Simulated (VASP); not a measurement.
VASP input:

### POSCAR
```
TaC
1
    0.0000000000     2.2281049176     2.2281049176
    2.2281049176    -0.0000000000     2.2281049176
    2.2281049176     2.2281049176     0.0000000000
Ta C
1 1
Direct
  0.0000000000   0.0000000000   0.0000000000
  0.5000000000   0.5000000000   0.5000000000
```

### KPOINTS
```
Automatic mesh
0
Gamma
14 14 14
0 0 0
```

INCAR:
```
SYSTEM=TaC
PREC=Accurate; ENCUT=620; LREAL=.False.
LASPH=.True.
EDIFF=1E-6; NELM=100; ALGO=Normal
LMAXMIX=6
ISMEAR=1; SIGMA=0.1
GGA=PE
IBRION=2; NSW=40; ISIF=3
EDIFFG=-0.02; PSTRESS=50
LWAVE=.False.; LCHARG=.False.
```

POTCAR, in this order: Ta_pv C (PBE.64 set). Program: vasp_std.

Q: Translate this PBE calculation to Quantum ESPRESSO's pw.x.

A: One equivalent input (not run):
```
&CONTROL
  calculation = 'vc-relax'
  pseudo_dir = './pseudo'
  outdir = './out'
  tprnfor = .true.
  tstress = .true.
  nstep = 40
  forc_conv_thr = 0.00078
/
&SYSTEM
  ibrav = 0
  nat = 2
  ntyp = 2
  ecutwfc = 82
  occupations = 'smearing'
  smearing = 'methfessel-paxton'
  degauss = 0.00735
  input_dft = 'pbe'
/
&ELECTRONS
  conv_thr = 7.3e-08
  electron_maxstep = 100
/
&IONS
/
&CELL
  press = 50
/
ATOMIC_SPECIES
  Ta 180.948 Ta.upf
  C 12.011 C.upf
CELL_PARAMETERS angstrom
     0.0000000    2.2281049    2.2281049
     2.2281049   -0.0000000    2.2281049
     2.2281049    2.2281049    0.0000000
ATOMIC_POSITIONS crystal
  Ta   0.0000000  0.0000000  0.0000000
  C    0.5000000  0.5000000  0.5000000
K_POINTS automatic
  14 14 14 0 0 0
```
What does not carry over: the potentials are each code's own (VASP's PAW set, PseudoDojo norm-conserving files in pw.x), so ENCUT and ecutwfc are chosen apart and not converted; conv_thr bounds pw.x's estimated SCF error, while EDIFF bounds the energy change between steps; forc_conv_thr acts on force components and is met together with etot_conv_thr.

The compound is TaC in the rock salt structure. It was relaxed first under an external pressure of 5 GPa.
